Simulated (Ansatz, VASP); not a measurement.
# Ta (Ta(100)) in two plane-wave programs, part 2 of 2

One calculation is typed for both programs; each brings its own data sets. How far apart do they land? Of the first pair: The structure shown is the start of the Ansatz relaxation below; VASP solves that cell, so the two are compared at the walk's first step.

VASP 6.6.1 and Ansatz 0.2.0.

So far: The starting structure; Ansatz: relaxation, LDA; VASP: single point, LDA, start cell, pair 1.

### 4. Comparison

Known differences besides the potentials themselves: the data sets hold 65 valence electrons in Ansatz (on its default PAW (the set named soft_2) files) and 55 in VASP; the cutoff is 420 eV in Ansatz and 400 eV in VASP; VASP's log shows a relativistic correction to its local exchange, Ansatz's none. Total energies have different zeros and are not compared.

Forces (eV/Å; atoms numbered as in POSCAR):

| atom | Ansatz x, y, z | VASP x, y, z |
| --- | --- | --- |
| Ta1 | 0.000, 0.000, 2.084 | 0.000, 0.000, 2.060 |
| Ta2 | 0.000, 0.000, -1.394 | 0.000, 0.000, -1.404 |
| Ta3 | 0.000, 0.000, 0.000 | 0.000, 0.000, 0.000 |
| Ta4 | 0.000, 0.000, 1.394 | 0.000, 0.000, 1.404 |
| Ta5 | 0.000, 0.000, -2.084 | 0.000, 0.000, -2.060 |

The forces differ by 9.6 meV/Å r.m.s., which is 1.1 % of the r.m.s. force of 0.910 eV/Å (both taken over all components). Where the cell holds vacuum, a pressure given here is an average over it and none of the material.

### 5. Ansatz: relaxation, LDA

This run makes the geometry at which the two programs are then compared.

The structure compared here is the end of the Ansatz relaxation.

This is the run of step 2 again, met here at its other cell.

### 6. VASP: single point, LDA, relaxed atoms in a fixed cell, pair 2

The same cell, functional (in two slightly different forms), mesh and smearing now go to VASP, with its own data sets.

The input, INCAR:

```
SYSTEM = Ta
PREC = Accurate
ENCUT = 400
EDIFF = 1E-06
NELM = 120
ISMEAR = -1
SIGMA = 0.1
LREAL = .FALSE.
ALGO = Normal
GGA = PW92
NBANDS = 34
LASPH = .TRUE.
LORBIT = 11
LWAVE = .FALSE.
LCHARG = .FALSE.
ISIF = 2
LDIPOL = .TRUE.
IDIPOL = 3
DIPOL = 0.5 0.5 0.496
LVHAR = .TRUE.
GGA_COMPAT = .FALSE.
NELMDL = -8
KPAR = 2
```

The input, POSCAR:

```
Ta
1.0
    3.3100000000      0.0000000000      0.0000000000
    0.0000000000      3.3100000000      0.0000000000
    0.0000000000      0.0000000000     24.6200000000
Ta
5
Direct
    0.0000000000      0.0000000000      0.3655564582
    0.5000000000      0.5000000000      0.4327782291
    0.0000000000      0.0000000000      0.4969670539
    0.5000000000      0.5000000000      0.5635145851
    0.0000000000      0.0000000000      0.6185585509
```

The input, KPOINTS:

```
Automatic mesh
0
Gamma
9 9 1
0 0 0
```

Potentials, in the order of the species: Ta_pv (LDA family, release 64).

Started as:

```sh
mpirun -np 2 vasp_std
```

Numbers of over 12 decimals in the logs are rounded to 6 here.

What it wrote:

```text
[banner, memory and clock lines left out]
running    2 mpi-ranks, on    1 nodes
[...]
[... a notice as in an earlier step ...]

 LDA part: xc-table for (Slater(with rela. corr.)+PW92), standard interpolation
 POSCAR, INCAR and KPOINTS ok, starting setup
[...]
entering main loop
       N       E                     dE             d eps       ncg     rms          rms(c)
DAV:   1     0.385481774257E+03    0.38548E+03   -0.27966E+04  1300   0.114E+03
DAV:   2    -0.459527559484E+02   -0.43143E+03   -0.42385E+03  1196   0.336E+02
DAV:   3    -0.657374759003E+02   -0.19785E+02   -0.19357E+02  1312   0.628E+01
DAV:   4    -0.666448469647E+02   -0.90737E+00   -0.89486E+00  1560   0.108E+01
[...]
DAV:  32    -0.599746523995E+02   -0.27998E-05   -0.28645E-07   678   0.185E-03    0.612E-04
DAV:  33    -0.599746536327E+02   -0.12333E-05   -0.17261E-07   672   0.152E-03    0.286E-04
DAV:  34    -0.599746545818E+02   -0.94906E-06   -0.77755E-08   634   0.113E-03
   1 F= -.59974655E+02 E0= -.59895999E+02  d E =-.157310E+00
```

OUTCAR, selected parts (step 6):

```text
  Total       -6.4536629     -6.4536629     -3.1843359      0.0000000     -0.0000000      0.0000000
  in kB      -38.3330012    -38.3330012    -18.9140887      0.0000000     -0.0000000      0.0000000
  external PRESSURE =     -31.8600303 kB  Pullay stress =       0.0000000 kB

 POSITION                                       TOTAL-FORCE (eV/Angst)
 -----------------------------------------------------------------------------------
      0.00000      0.00000      9.00000         0.000000      0.000000      2.033492
      1.65500      1.65500     10.65500         0.000000      0.000000     -2.075679
      0.00000      0.00000     12.23533         0.000000      0.000000     -0.014822
      1.65500      1.65500     13.87373        -0.000000      0.000000      0.003707
      0.00000      0.00000     15.22891         0.000000     -0.000000      0.053303
 -----------------------------------------------------------------------------------
    total drift:                                0.000000      0.000000      0.000114

  FREE ENERGIE OF THE ION-ELECTRON SYSTEM (eV)
  ---------------------------------------------------
  free  energy   TOTEN  =       -59.9746545818 eV

  energy  without entropy=      -59.8173444164  energy(sigma->0) =      -59.89599950

[... 2 parts as in an earlier step ...]

[... 1 further part left out ...]
[key lines of the parts left out:]
E-fermi :  -0.6988
```

### 7. Differences

What differs besides the data sets and the points named for the pairs above, as far as they apply: the data sets hold 65 valence electrons in Ansatz (on its default PAW (the set named soft_2) files) and 55 in VASP. Total energies have different zeros and are not compared.

The two programs side by side:

| quantity | Ansatz | VASP | difference |
| --- | --- | --- | --- |
| work function, lower of the two faces (eV) | 3.98 | 3.98 | 0.00 |
| work function, higher of the two faces (eV) | 4.20 | 4.19 | 0.00 |

Forces (eV/Å; atoms numbered as in POSCAR):

| atom | Ansatz x, y, z | VASP x, y, z |
| --- | --- | --- |
| Ta1 | 0.000, 0.000, 2.057 | 0.000, 0.000, 2.033 |
| Ta2 | 0.000, 0.000, -2.061 | 0.000, 0.000, -2.076 |
| Ta3 | 0.000, 0.000, -0.003 | 0.000, 0.000, -0.015 |
| Ta4 | 0.000, 0.000, 0.004 | 0.000, 0.000, 0.004 |
| Ta5 | 0.000, 0.000, 0.003 | 0.000, 0.000, 0.053 |

The forces differ by 15 meV/Å r.m.s., which is 2.0 % of the r.m.s. force of 0.750 eV/Å (both taken over all components). Where the cell holds vacuum, a pressure given here is an average over it and none of the material.

### 8. Summary of results

```
r.m.s. force difference (single point, LDA, start cell, pair 1)                    : 1.1 % of the r.m.s. force
r.m.s. force difference (single point, LDA, relaxed atoms in a fixed cell, pair 2) : 2.0 % of the r.m.s. force
```

In words: The r.m.s. force difference is 2.0 % of the r.m.s. force (single point, LDA, relaxed atoms in a fixed cell, pair 2), within the 3 % picked in this series as the mark of a large difference. The data sets hold unlike numbers of valence electrons (65 in Ansatz and 55 in VASP), so part of the differences may come from the potentials. Such differences can come from data sets, numerical settings and the points named under the comparisons, not from the functional's error against experiment.

[Lines on the potential files, build, host, timing and source positions are cut from VASP's logs without a mark.]

[Logs are printed without paths, hosts, clocks, repeated set-up lines and the standing remarks that a program may print on its own settings, such as how far it seeks lower states.]

[Hosts, paths, dates, database ids (printed as entryN), source tags and the programs' standing remarks are cut or masked in the printed files.]
